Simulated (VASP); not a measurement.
A run of VASP 6.6.1 is set up as follows.

File INCAR:

```
SYSTEM = Ga3BSb2
PREC = Normal
ENCUT = 520
EDIFF = 1E-4
ISMEAR = 0
SIGMA = 0.15
LREAL = .False.
LASPH = .True.
NELM = 60
ALGO = Fast
ISIF = 3
LWAVE = .False.
LCHARG = .False.
GGA = PE
IBRION = 2
NSW = 24
EDIFFG = -0.08
KPAR = 2
```

The input KPOINTS:

```
regular mesh
0
Gamma
  5 5 2
  0 0 0
```

Contents of POSCAR:

```
Ga3BSb2
1.0
    4.1734021500      0.0000000000      0.0000000000
   -2.0867010700      3.6142722800      0.0000000000
    0.0000000000      0.0000000000      8.5828162300
Ga B Sb
3 1 2
Direct
    0.3333333300      0.6666666700      0.0000000000
    0.6666666700      0.3333333300      0.0000000000
    0.0000000000      0.0000000000      0.0000000000
    0.0000000000      0.0000000000      0.5000000000
    0.0000000000      0.0000000000      0.2592993000
    0.0000000000      0.0000000000      0.7407007000
```

Potentials or basis: VASP PAW PBE potentials, release 64 (Ga_d, B, Sb).

Command:

```bash
$ cat potpaw_PBE.64/Ga_d/POTCAR potpaw_PBE.64/B/POTCAR potpaw_PBE.64/Sb/POTCAR > POTCAR
$ mpirun -np 2 vasp_std > vasp.out
```

**Question.** Estimate the space group after relaxing (to 0.05 Å).

**Answer.** P6/mmm (No. 191).

**Question.** What does it give for the relaxed volume?

**Answer.** 32.96 Å³/atom.

**Question.** Estimate the band gap on the k mesh.

**Answer.** None (metal or under the smearing width).

Stress tensor (GPa, compression positive):
```
-0.33  0.00  0.00
 0.00 -0.33  0.00
 0.00  0.00 -0.06
```

Caveat: the k mesh is coarse (spacing up to 0.37 Å⁻¹), so the values aren't converged; the volume moved by over 15 % at a fixed basis, so the end points are rough. The run has no spin-orbit coupling, so splittings on Sb are missing.
